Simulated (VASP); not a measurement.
Input:

```yaml
crystal:
  lattice:
    - [0.00000, 3.09567, 3.09567]
    - [3.09567, 0.00000, 3.09567]
    - [3.09567, 3.09567, 0.00000]
  atoms:
    - { symbol: Cd, position: [0.00000, 0.00000, 0.00000] }
    - { symbol: Se, position: [0.25000, 0.25000, 0.25000] }
```

Level of theory: PBE GGA, VASP's PBE PAW potentials (set 64) (plane waves; VASP). Numerical set-up: 400 eV cut-off, Gaussian smearing of 0.050 eV, potentials Cd Se.

Question: What does the run give for the band gap (along the path) with the smallest direct gap where there is one?

Answer: 
```yaml
band gap (along the path): 0.50 eV
smallest direct gap (along the path): 0.50 eV
```

The absolute energy has meaning only against runs of the same code, potentials and settings.

The compound is CdSe in the zinc blende structure, whereas wurtzite is the usual form. It was relaxed first, which changed the volume by +7 %.
